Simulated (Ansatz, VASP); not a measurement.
# Ti2H2CO2 (Ti2C(OH)2 MXene monolayer) in two plane-wave programs, part 2 of 2

One calculation is typed for both programs; each brings its own data sets. How far apart do they land? The cell is taken from a series of runs on this material, whose earlier steps may have relaxed, scaled, displaced or heated it; both programs get it as it stands.

VASP 6.6.1 and Ansatz 0.2.0.

So far: Starting point; Ansatz: single point, PBE with D3(BJ).

## 3. VASP: single point, PBE with D3(BJ)

Level of this step: PBE with D3(BJ), no spin polarisation; plane waves and PAW (H, O, Ti_sv, C) (VASP).

The same cell, functional, mesh and smearing now go to VASP, with its own data sets.

Lines of VASP's logs that name or quote its potential files are left out, and so is its time.

INCAR reads:

```
SYSTEM = Ti2H2CO2
PREC = Accurate
ENCUT = 520
EDIFF = 1E-06
NELM = 120
ISMEAR = -1
SIGMA = 0.02585
LREAL = .FALSE.
ALGO = Normal
GGA = PE
IVDW = 12
NBANDS = 28
LASPH = .TRUE.
LORBIT = 11
LWAVE = .FALSE.
LCHARG = .FALSE.
ISIF = 2
LDIPOL = .TRUE.
IDIPOL = 3
DIPOL = 0.5 0.5 0.5
LVHAR = .TRUE.
GGA_COMPAT = .FALSE.
NELMDL = -8
KPAR = 2
```

POSCAR reads:

```
Ti2H2CO2
1.0
    3.0386458317      0.0000000000      0.0000000000
   -1.5193229159      2.6315444834      0.0000000000
    0.0000000000      0.0000000000     24.7821182084
H O Ti C
2 2 2 1
Direct
    0.3333333333      0.6666666667      0.3631650824
    0.6666666667      0.3333333333      0.6368349176
    0.3333333333      0.6666666667      0.4024046071
    0.6666666667      0.3333333333      0.5975953929
    0.6666666667      0.3333333333      0.4535429700
    0.3333333333      0.6666666667      0.5464570300
    0.0000000000      0.0000000000      0.5000000000
```

KPOINTS reads:

```
Automatic mesh
0
Gamma
18 18 1
0 0 0
```

Potentials, in the order of the species: H, O, Ti_sv and C (PBE family, release 64).

Started as:

```console
$ mpirun -np 2 vasp_std
```

Numbers of over 12 decimals in the logs are rounded to 6 here.

Log:

```text
[banner, memory and clock lines left out]
running    2 mpi-ranks, on    1 nodes
 distrk:  each k-point on    1 cores,    2 groups
 distr:  one band on    1 cores,    1 groups

 POSCAR found type information on POSCAR H O TiC
 POSCAR found :  4 types and       7 ions
 LDA part: xc-table for (Slater+PW92), standard interpolation
 POSCAR, INCAR and KPOINTS ok, starting setup
 FFT: planning ... GRIDC
 FFT: planning ... GRID_SOFT
 FFT: planning ... GRID
 WAVECAR not read
 entering main loop
       N       E                     dE             d eps       ncg     rms          rms(c)
DAV:   1     0.482369881057E+03    0.48237E+03   -0.21673E+04  2376   0.138E+03
DAV:   2     0.118513395773E+02   -0.47052E+03   -0.45944E+03  2472   0.413E+02
DAV:   3    -0.580832659949E+02   -0.69935E+02   -0.69343E+02  3068   0.154E+02
DAV:   4    -0.644236575416E+02   -0.63404E+01   -0.63307E+01  3344   0.422E+01
DAV:   5    -0.648744215570E+02   -0.45076E+00   -0.45071E+00  3072   0.836E+00
DAV:   6    -0.648872897794E+02   -0.12868E-01   -0.12868E-01  3228   0.178E+00
DAV:   7    -0.648878949369E+02   -0.60516E-03   -0.60516E-03  3052   0.261E-01
DAV:   8    -0.648879017684E+02   -0.68315E-05   -0.68315E-05  3240   0.386E-02    0.262E+01
DAV:   9    -0.523723760134E+02    0.12516E+02   -0.86180E+01  2780   0.680E+01    0.788E+00
DAV:  10    -0.517911593475E+02    0.58122E+00   -0.68188E+00  2724   0.217E+01    0.554E+00
DAV:  11    -0.513917126255E+02    0.39945E+00   -0.13286E+00  2988   0.725E+00    0.138E+00
DAV:  12    -0.514141973429E+02   -0.22485E-01   -0.27371E-01  2788   0.257E+00    0.768E-01
DAV:  13    -0.513961375824E+02    0.18060E-01   -0.21050E-02  3044   0.895E-01    0.492E-01
DAV:  14    -0.513870620334E+02    0.90755E-02   -0.49643E-02  2820   0.652E-01    0.220E-01
[...]
DAV:  19    -0.513860849214E+02   -0.35139E-03   -0.34619E-04  2768   0.470E-02    0.124E-02
DAV:  20    -0.513863242679E+02   -0.23935E-03   -0.42134E-04  2468   0.483E-02    0.140E-02
DAV:  21    -0.513863657977E+02   -0.41530E-04   -0.20802E-04  2948   0.383E-02    0.818E-03
DAV:  22    -0.513863774162E+02   -0.11619E-04   -0.17491E-05  2308   0.149E-02    0.273E-03
DAV:  23    -0.513863847761E+02   -0.73599E-05   -0.46731E-06  1816   0.556E-03    0.291E-03
DAV:  24    -0.513863917311E+02   -0.69550E-05   -0.63389E-06  2184   0.730E-03    0.103E-03
DAV:  25    -0.513863946489E+02   -0.29178E-05   -0.12700E-06  1736   0.347E-03    0.617E-04
DAV:  26    -0.513863952397E+02   -0.59082E-06   -0.63495E-07  1724   0.250E-03
   1 F= -.52712637E+02 E0= -.52709761E+02  d E =-.575170E-02
```

From OUTCAR (step 3):

```text
ion  position               nearest neighbor table
   1  0.333  0.667  0.363-   3 0.97
   2  0.667  0.333  0.637-   4 0.97
   3  0.333  0.667  0.402-   1 0.97   5 2.16   5 2.16   5 2.16
   4  0.667  0.333  0.598-   2 0.97   6 2.16   6 2.16   6 2.16
   5  0.667  0.333  0.454-   7 2.10   7 2.10   7 2.10   3 2.16   3 2.16   3 2.16   6 2.89   6 2.89
                             6 2.89
   6  0.333  0.667  0.546-   7 2.10   7 2.10   7 2.10   4 2.16   4 2.16   4 2.16   5 2.89   5 2.89
                             5 2.89
   7  0.000  0.000  0.500-   5 2.10   6 2.10   5 2.10   6 2.10   5 2.10   6 2.10

  LATTYP: Found a hexagonal cell.
 ALAT       =     3.0386458317
 C/A-ratio  =     8.1556455016

 Subroutine GETGRP returns: Found 12 space group operations
 (whereof 12 operations were pure point group operations)

The static configuration has the point symmetry D_3d.

 Found     37 irreducible k-points:

   k-points           NKPTS =     37   k-points in BZ     NKDIM =     37   number of bands    NBANDS=     28

   dimension x,y,z NGX =    24 NGY =   24 NGZ =  192
   dimension x,y,z NGXF=    48 NGYF=   48 NGZF=  384

   ENCUT  =  520.0 eV  38.22 Ry    6.18 a.u.   5.65  5.65 46.08*2*pi/ulx,y,z

   NELECT =      42.0000    total number of electrons

 k-points in reciprocal lattice and weights: Automatic mesh
   0.00000000  0.00000000  0.00000000       0.003
   0.05555556  0.00000000  0.00000000       0.019
   0.11111111  0.00000000  0.00000000       0.019
   0.16666667  0.00000000  0.00000000       0.019
   0.22222222  0.00000000  0.00000000       0.019
   0.27777778  0.00000000  0.00000000       0.019
   0.33333333 -0.00000000  0.00000000       0.019
   0.38888889  0.00000000  0.00000000       0.019
   0.44444444  0.00000000  0.00000000       0.019
[...]
0.33333333  0.27777778  0.00000000       0.037
   0.33333333  0.33333333  0.00000000       0.006

 dipolmoment           0.000000      0.000000      0.000000 electrons x Angstroem

 average (electrostatic) potential at core
       1 -40.9462       2 -40.9462       3 -76.6298       4 -76.6298       5 -80.4150
       6 -80.4150       7 -53.1448

 E-fermi :   1.0840

 k-point     1 :       0.0000    0.0000    0.0000
  band No.  band energies     occupation
    ...
     18      -3.1449      2.00000
     19      -1.0856      2.00000
     20      -1.0856      2.00000
     21       0.8113      1.99995
     22       1.0849      0.98231
     23       1.1834      0.04180
     24       1.1834      0.04180
     25       1.2972      0.00052
     26       2.8098      0.00000
     27       2.8162      0.00000
    ...

 k-point     2 :       0.0556    0.0000    0.0000
  band No.  band energies     occupation
    ...
     18      -3.0470      2.00000
     19      -1.2568      2.00000
     20      -1.1353      2.00000
     21       0.8529      1.99974
     22       1.0993      0.71177
     23       1.1499      0.14451
     24       1.2493      0.00333
     25       1.3873      0.00002
     26       2.7620      0.00000
     27       2.8209      0.00000
    ...

 k-point     3 :       0.1111    0.0000    0.0000
  band No.  band energies     occupation
    ...
     18      -2.8776      2.00000
     19      -1.6754      2.00000
     20      -1.2571      2.00000
     21       0.8610      1.99964
     22       1.0489      1.59065
     23       1.2454      0.00388
     24       1.4262      0.00000
     25       1.6329      0.00000
     26       2.7445      0.00000
     27       2.8383      0.00000
    ...

 Edisp (eV)   -1.32624

  Total       0.08237     0.08237     0.14628    -0.00000    -0.00000    -0.00000
  in kB       0.66594     0.66594     1.18271    -0.00000    -0.00000    -0.00000
  external pressure =        0.84 kB  Pullay stress =        0.00 kB

  energy-cutoff  :      520.00
  volume of cell :      198.17
      direct lattice vectors                 reciprocal lattice vectors
     3.038645832  0.000000000  0.000000000     0.329093963  0.190002488  0.000000000
    -1.519322916  2.631544483  0.000000000     0.000000000  0.380004977  0.000000000
     0.000000000  0.000000000 24.782118208     0.000000000  0.000000000  0.040351676

 POSITION                                       TOTAL-FORCE (eV/Angst)
 -----------------------------------------------------------------------------------
     -0.00000      1.75436      9.00000         0.000000      0.000000     -0.092961
      1.51932      0.87718     15.78212         0.000000     -0.000000      0.092961
     -0.00000      1.75436      9.97244        -0.000000     -0.000000      0.014164
      1.51932      0.87718     14.80968         0.000000      0.000000     -0.014164
      1.51932      0.87718     11.23976        -0.000000      0.000000      0.142156
     -0.00000      1.75436     13.54236        -0.000000     -0.000000     -0.142156
      0.00000      0.00000     12.39106         0.000000      0.000000     -0.000000
 -----------------------------------------------------------------------------------
    total drift:                                0.000000      0.000000     -0.000000

  FREE ENERGIE OF THE ION-ELECTRON SYSTEM (eV)
  ---------------------------------------------------
  free  energy   TOTEN  =       -52.7126371715 eV

  energy  without entropy=      -52.7068854688  energy(sigma->0) =      -52.70976132

 vacuum level on the upper side and lower side of the slab         3.035         3.035

 total charge
# of ion       s       p       d       tot
------------------------------------------
    1        0.620   0.122   0.000   0.741
    2        0.620   0.122   0.000   0.741
    3        1.551   3.583   0.000   5.134
    4        1.551   3.583   0.000   5.134
    5        2.187   6.214   1.961  10.362
    6        2.187   6.214   1.961  10.362
    7        0.893   1.586   0.000   2.479
--------------------------------------------------
tot          9.609  21.424   3.921  34.954

[... 3 further parts left out ...]
```

## 4. Differences

Known differences besides the potentials themselves: the cutoff is 420 eV in Ansatz and 520 eV in VASP. Total energies have different zeros and are not compared.

Compared:

```csv
quantity,Ansatz,VASP,difference
"work function, lower of the two faces (eV)",1.95,1.95,-0.01
"work function, higher of the two faces (eV)",1.95,1.95,-0.01
```

With vacuum in the cell, a pressure given here is an average over mostly empty space and none of the material.

## 5. Results

| Quantity | Value |
| --- | --- |
| difference in work function, lower of the two faces (single point, PBE with D3(BJ)) | -0.0059 eV |

What this shows: The difference in work function, lower of the two faces is -0.0059 eV (single point, PBE with D3(BJ)). Such differences can come from data sets, numerical settings and the points named under the comparisons, not from the functional's error against experiment.

[Lines on the potential files, build, host, timing and source positions are cut from VASP's logs without a mark.]

[Logs are printed without paths, hosts, clocks, repeated set-up lines and the standing remarks that a program may print on its own settings, such as how far it seeks lower states.]

[Hosts, paths, dates, database ids (printed as entryN), source tags and the programs' standing remarks are cut or masked in the printed files.]
